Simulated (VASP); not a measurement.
# Na3MoF6 (Fm-3m) in VASP: single point with PBEsol

Aim: the single point of Na3MoF6 with PBEsol.

Program: VASP 6.6.1. These are calculated values, not measurements. Logs are shortened: lines on timing, memory, paths and dates and some standing lists are left out, and cuts for length are marked.

## 1. The crystal as given

It takes space group Fm-3m (No. 225, cubic). Conventional cell: a = 8.498 Å, b = 8.498 Å, c = 8.498 Å, α = 90.00°, β = 90.00°, γ = 90.00°. Na (site symmetry -43m) is surrounded by 12 F at 3.01 Å. Na (site symmetry m-3m) has 6 F at 2.19 Å as nearest neighbours. Mo (site symmetry m-3m) is surrounded by 6 F at 2.06 Å. F (site symmetry 4mm) is surrounded by 1 Mo at 2.06 Å and 1 Na at 2.19 Å.

The cell comes from a database or a generator and needn't be the stable form of this composition.

## 2. Single point, PBEsol

The input, INCAR:

```
SYSTEM = Na3MoF6
ALGO = Fast
EDIFF = 1E-6
ENCUT = 520
GGA = PS
ISIF = 2
ISMEAR = 1
LASPH = .TRUE.
LCHARG = .FALSE.
LREAL = .FALSE.
LWAVE = .FALSE.
NBANDS = 50
NELM = 100
PREC = Accurate
SIGMA = 0.15
```

The input, KPOINTS:

```
k-points
0
G
  5 5 5
  0 0 0
```

The input, POSCAR:

```
Na3MoF6
1.0
    0.0000000000      4.2490661700      4.2490661700
    4.2490661700      0.0000000000      4.2490661700
    4.2490661700      4.2490661700      0.0000000000
Na Mo F
3 1 6
Direct
    0.2500000006      0.2500000006      0.2500000006
    0.7500000006      0.7500000006      0.7500000006
    0.5000000000      0.5000000000      0.5000000000
    0.0000000000      0.0000000000      0.0000000000
    0.2423140000      0.2423140000      0.7576860000
    0.2423140000      0.7576860000      0.7576860000
    0.7576860000      0.7576860000      0.2423140000
    0.2423140000      0.7576860000      0.2423140000
    0.7576860000      0.2423140000      0.7576860000
    0.7576860000      0.2423140000      0.2423140000
```

Potentials or basis: VASP PAW PBE potentials, release 64 (Na_pv, Mo_sv, F).

Command:

```
> cat potpaw_PBE.64/Na_pv/POTCAR potpaw_PBE.64/Mo_sv/POTCAR potpaw_PBE.64/F/POTCAR > POTCAR
> mpirun -np 1 vasp_std > vasp.out
```

OUTCAR:

```text
SYSTEM = Na3MoF6
   EDIFF = 1E-6
   ENCUT = 520
   GGA = PS
   ISIF = 2
   ISMEAR = 1
   LASPH = .TRUE.
   LREAL = .FALSE.
   NELM = 100
   PREC = Accurate

 ion  position               nearest neighbor table
   1  0.250  0.250  0.250-
   2  0.750  0.750  0.750-
   3  0.500  0.500  0.500-   5 2.19   6 2.19   7 2.19   8 2.19   9 2.19  10 2.19
   4  0.000  0.000  0.000-   5 2.06   6 2.06   7 2.06   8 2.06   9 2.06  10 2.06
   5  0.242  0.242  0.758-   4 2.06   3 2.19
   6  0.242  0.758  0.758-   4 2.06   3 2.19
   7  0.758  0.758  0.242-   4 2.06   3 2.19
   8  0.242  0.758  0.242-   4 2.06   3 2.19
   9  0.758  0.242  0.758-   4 2.06   3 2.19
  10  0.758  0.242  0.242-   4 2.06   3 2.19

  LATTYP: Found a face centered cubic cell.
 ALAT       =     8.4981323400

  Lattice vectors:

 A1 = (   0.0000000000,   4.2490661700,   4.2490661700)
 A2 = (   4.2490661700,   0.0000000000,   4.2490661700)
 A3 = (   4.2490661700,   4.2490661700,   0.0000000000)

Analysis of symmetry for initial positions (statically):
=====================================================================
 Subroutine PRICEL returns:
 Original cell was already a primitive cell.

 Routine SETGRP: Setting up the symmetry group for a
 face centered cubic supercell.

 Subroutine GETGRP returns: Found 48 space group operations
 (whereof 48 operations were pure point group operations)
 out of a pool of 48 trial point group operations.

The static configuration has the point symmetry O_h .

Analysis of symmetry for dynamics (positions and initial velocities):
=====================================================================
 Subroutine PRICEL returns:
 Original cell was already a primitive cell.

 Routine SETGRP: Setting up the symmetry group for a
 face centered cubic supercell.

 Subroutine GETGRP returns: Found 48 space group operations
 (whereof 48 operations were pure point group operations)
 out of a pool of 48 trial point group operations.

The dynamic configuration has the point symmetry O_h .

 Subroutine INISYM returns: Found 48 space group operations
 (whereof 48 operations are pure point group operations),
 and found     1 'primitive' translations

----------------------------------------------------------------------------------------

                                     Primitive cell

  volume of cell :     153.4301

  direct lattice vectors                    reciprocal lattice vectors
     0.000000000  4.249066170  4.249066170    -0.117672914  0.117672914  0.117672914
     4.249066170  0.000000000  4.249066170     0.117672914 -0.117672914  0.117672914
     4.249066170  4.249066170  0.000000000     0.117672914  0.117672914 -0.117672914

  length of vectors
     6.009087005  6.009087005  6.009087005     0.203815467  0.203815467  0.203815467

  position of ions in fractional coordinates (direct lattice)
     0.250000001  0.250000001  0.250000001
     0.750000001  0.750000001  0.750000001
     0.500000000  0.500000000  0.500000000
     0.000000000  0.000000000  0.000000000
     0.242314000  0.242314000  0.757686000
     0.242314000  0.757686000  0.757686000
     0.757686000  0.757686000  0.242314000
     0.242314000  0.757686000  0.242314000
     0.757686000  0.242314000  0.757686000
     0.757686000  0.242314000  0.242314000

  ion indices of the primitive-cell ions
   primitive index   ion index
                 1           1
                 2           2
                 3           3
                 4           4
                 5           5
                 6           6
                 7           7
                 8           8
                 9           9
                10          10

----------------------------------------------------------------------------------------

 KPOINTS: k-points

Automatic generation of k-mesh.
 Grid dimensions read from file:
 generate k-points for:    5    5    5

 Generating k-lattice:

  Cartesian coordinates                     Fractional coordinates (reciprocal lattice)
    -0.023534583  0.023534583  0.023534583     0.200000000  0.000000000  0.000000000
     0.023534583 -0.023534583  0.023534583     0.000000000  0.200000000  0.000000000
     0.023534583  0.023534583 -0.023534583     0.000000000  0.000000000  0.200000000

  Length of vectors
     0.040763093  0.040763093  0.040763093

  Shift w.r.t. Gamma in fractional coordinates (k-lattice)
     0.000000000  0.000000000  0.000000000

 Subroutine IBZKPT returns following result:
 ===========================================

 Found     10 irreducible k-points:

 Following reciprocal coordinates:
            Coordinates               Weight
  0.000000  0.000000  0.000000      1.000000
  0.200000  0.000000  0.000000      8.000000
  0.400000  0.000000  0.000000      8.000000
  0.200000  0.200000  0.000000      6.000000
  0.400000  0.200000  0.000000     24.000000
 -0.400000  0.200000  0.000000     24.000000
 -0.200000  0.200000  0.000000     12.000000
  0.400000  0.400000  0.000000      6.000000
 -0.400000  0.400000  0.000000     12.000000
 -0.400000  0.400000  0.200000     24.000000
   k-points           NKPTS =     10   k-points in BZ     NKDIM =     10   number of bands    NBANDS=     50
   number of dos      NEDOS =    301   number of ions     NIONS =     10
   total plane-waves  NPLWV = 110592
   dimension x,y,z NGX =    48 NGY =   48 NGZ =   48
   dimension x,y,z NGXF=    96 NGYF=   96 NGZF=   96
   ions per type =               3   1   6
   NGX,Y,Z   is equivalent  to a cutoff of  13.28, 13.28, 13.28 a.u.
   NGXF,Y,Z  is equivalent  to a cutoff of  26.56, 26.56, 26.56 a.u.
 SYSTEM =  Na3MoF6
   PREC   = accura    normal or accurate (medium, high low for compatibility)
   ISTART =      0    job   : 0-new  1-cont  2-samecut
   ICHARG =      2    charge: 1-file 2-atom 10-const
   ISPIN  =      1    spin polarized calculation?
   LNONCOLLINEAR =      F non collinear calculations
   LSORBIT =      F    spin-orbit coupling
   LASPH  =      T    aspherical Exc in radial PAW
   ENCUT  =  520.0 eV  38.22 Ry    6.18 a.u.  11.17 11.17 11.17*2*pi/ulx,y,z
   NELM   =    100;   NELMIN=  2; NELMDL= -5     # of ELM steps
   EDIFF  = 0.1E-05   stopping-criterion for ELM
   LREAL  =      F    real-space projection
   EDIFFG = 0.1E-04   stopping-criterion for IOM
   NSW    =      0    number of steps for IOM
   IBRION =     -1    ionic relax: 0-MD 1-quasi-New 2-CG
   NFREE  =      0    steps in history (QN), initial steepest desc. (CG)
   ISIF   =      2    stress and relaxation
   ISYM   =      2    0-nonsym 1-usesym 2-fastsym
   POTIM  = 0.5000    time-step for ionic-motion
   TEBEG  =    0.0;   TEEND  =   0.0 temperature during run
   PSTRESS=    0.0 pullay stress
   NELECT =      77.0000    total number of electrons
   NUPDOWN=      -1.0000    fix difference up-down
   EMIN   =  10.00;   EMAX   =-10.00  energy-range for DOS
   EFERMI =   0.00;   METHOD = LEGACY
   ISMEAR =     1;   SIGMA  =   0.15  broadening in eV -4-tet -1-fermi 0-gaus
   EFERMI_NEDOS =   21; number of points for ismear=-14 and -15
   IALGO  =     68    algorithm
   IMIX   =      4    mixing-type and parameters
     AMIX     =   0.40;   BMIX     =  1.00
     AMIX_MAG =   1.60;   BMIX_MAG =  1.00
  volume/ion in A,a.u.               =      15.34       103.54
  Fermi-wavevector in a.u.,A,eV,Ry     =   1.300973  2.458482 23.028275  1.692530
  Thomas-Fermi vector in A             =   2.432137
   LORBIT       =      0    0 simple, 1 ext, 2 COOP (PROOUT), +10 PAW based schemes
   GGA     = PS    functional components
   LHFCALC =     F    Hartree Fock is set to
   AEXX    =    0.0000 exact exchange contribution
   IVDW    =     0    specifies the selected vdW correction
   LEPSILON=     F    determine dielectric tensor
   LRPA    =     F    only Hartree local field effects (RPA)
 non-spin polarized calculation
 RMM-DIIS sequential band-by-band and
 Methfessel and Paxton  Order N= 1 SIGMA  =   0.15
  energy-cutoff  :      520.00
  volume of cell :      153.43
 maximum number of plane-waves:      4158
 NGX is ok and might be reduce to    48
   NGX = 23   NGY = 23   NGZ = 23

 number of electron      77.0000017 magnetization

 Free energy of the ion-electron system (eV)
  ---------------------------------------------------
  ext. energy  EPLUGINS =         0.00000000
  ---------------------------------------------------
  free energy    TOTEN  =       -50.66501291 eV

  energy without entropy =      -50.55781877  energy(sigma->0) =      -50.62928153

 E-fermi :   3.2119     XC(G=0):  -8.6801

 val. band max:        3.2043516881   @ k =  -0.2000   0.2000   0.0000
 cond. band min:       3.2171877283   @ k =   0.4000   0.0000   0.0000
 fundamental gap:      0.0128360402
 Fermi energy:         3.2118804832

 k-point     1 :       0.0000    0.0000    0.0000
  band No.  band energies     occupation
      1     -58.8868      2.00000
      2     -33.1217      2.00000
      3     -33.1217      2.00000
      4     -33.1217      2.00000
      5     -22.7296      2.00000
      6     -22.7296      2.00000
[... 42 lines left out ...]
     49      10.3170      0.00000
     50      10.3814      0.00000

 k-point     2 :       0.2000    0.0000    0.0000
  band No.  band energies     occupation
      1     -58.8868      2.00000
      2     -33.1218      2.00000
      3     -33.1217      2.00000
      4     -33.1217      2.00000
      5     -22.7312      2.00000
      6     -22.7297      2.00000
[... 42 lines left out ...]
     49      10.0441      0.00000
     50      11.0659      0.00000

 k-point     3 :       0.4000    0.0000    0.0000
  band No.  band energies     occupation
      1     -58.8868      2.00000
      2     -33.1219      2.00000
      3     -33.1217      2.00000
      4     -33.1217      2.00000
      5     -22.7353      2.00000
      6     -22.7324      2.00000
[... 360 lines left out ...]
     49      10.8503      0.00000
     50      11.0983      0.00000

 k-point    10 :      -0.4000    0.4000    0.2000
  band No.  band energies     occupation
      1     -58.8868      2.00000
      2     -33.1218      2.00000
      3     -33.1218      2.00000
      4     -33.1217      2.00000
      5     -22.7408      2.00000
      6     -22.7370      2.00000
[... 42 lines left out ...]
     49      11.0598      0.00000
     50      11.2013      0.00000

------------------------ aborting loop because EDIFF is reached ----------------------------------------

  FORCE on cell =-STRESS in cart. coord.  units (eV):
  Direction    XX          YY          ZZ          XY          YZ          ZX
  --------------------------------------------------------------------------------------
  -------------------------------------------------------------------------------------
  Total       -3.3459465     -3.3459465     -3.3459465      0.0000000      0.0000000      0.0000000
  in kB      -34.9396942    -34.9396942    -34.9396942      0.0000000      0.0000000      0.0000000
  external PRESSURE =     -34.9396942 kB  Pullay stress =       0.0000000 kB

 VOLUME and BASIS-vectors are now :
 -----------------------------------------------------------------------------
  energy-cutoff  :      520.00
  volume of cell :      153.43
      direct lattice vectors                 reciprocal lattice vectors
     0.000000000  4.249066170  4.249066170    -0.117672914  0.117672914  0.117672914
     4.249066170  0.000000000  4.249066170     0.117672914 -0.117672914  0.117672914
     4.249066170  4.249066170  0.000000000     0.117672914  0.117672914 -0.117672914

 POSITION                                       TOTAL-FORCE (eV/Angst)
 -----------------------------------------------------------------------------------
      2.12453      2.12453      2.12453        -0.000000     -0.000000      0.000000
      6.37360      6.37360      6.37360        -0.000000      0.000000      0.000000
      4.24907      4.24907      4.24907         0.000000      0.000000     -0.000000
      0.00000      0.00000      0.00000         0.000000      0.000000     -0.000000
      4.24907      4.24907      2.05922         0.000000      0.000000     -0.479309
      6.43892      4.24907      4.24907         0.479309      0.000000     -0.000000
      4.24907      4.24907      6.43892         0.000000      0.000000      0.479309
      4.24907      2.05922      4.24907         0.000000     -0.479309     -0.000000
      4.24907      6.43892      4.24907         0.000000      0.479309     -0.000000
      2.05922      4.24907      4.24907        -0.479309      0.000000     -0.000000
 -----------------------------------------------------------------------------------
    total drift:                               -0.000002     -0.000002     -0.000002

  FREE ENERGIE OF THE ION-ELECTRON SYSTEM (eV)
  ---------------------------------------------------
  free  energy   TOTEN  =       -50.6650129102 eV

  energy  without entropy=      -50.5578187663  energy(sigma->0) =      -50.62928153
```

It took 98 s on 1 thread of Intel Xeon Platinum 8375C at 2.90GHz (Ice Lake), shared host; peak memory 0.35 GiB.

Results:

| Item | Value |
| --- | --- |
| Free energy | -50.6650 eV |
| Pressure | -3.5 GPa |
| Largest force | 0.479 eV/Å |
| Band gap on the k mesh | none (metal or under the smearing width) |

Forces on the atoms (eV/Å):
```
Na   0.000  0.000  0.000
Na   0.000  0.000  0.000
Na   0.000  0.000  0.000
Mo   0.000  0.000  0.000
F    0.000  0.000 -0.479
F    0.479  0.000  0.000
F    0.000  0.000  0.479
F    0.000 -0.479  0.000
F    0.000  0.479  0.000
F   -0.479  0.000  0.000
```

Caveat: the PAW data sets were made with another functional, which shifts forces and pressure a little; an odd number of electrons without spin polarisation forces a metal; a magnetic or distorted state may lie lower.
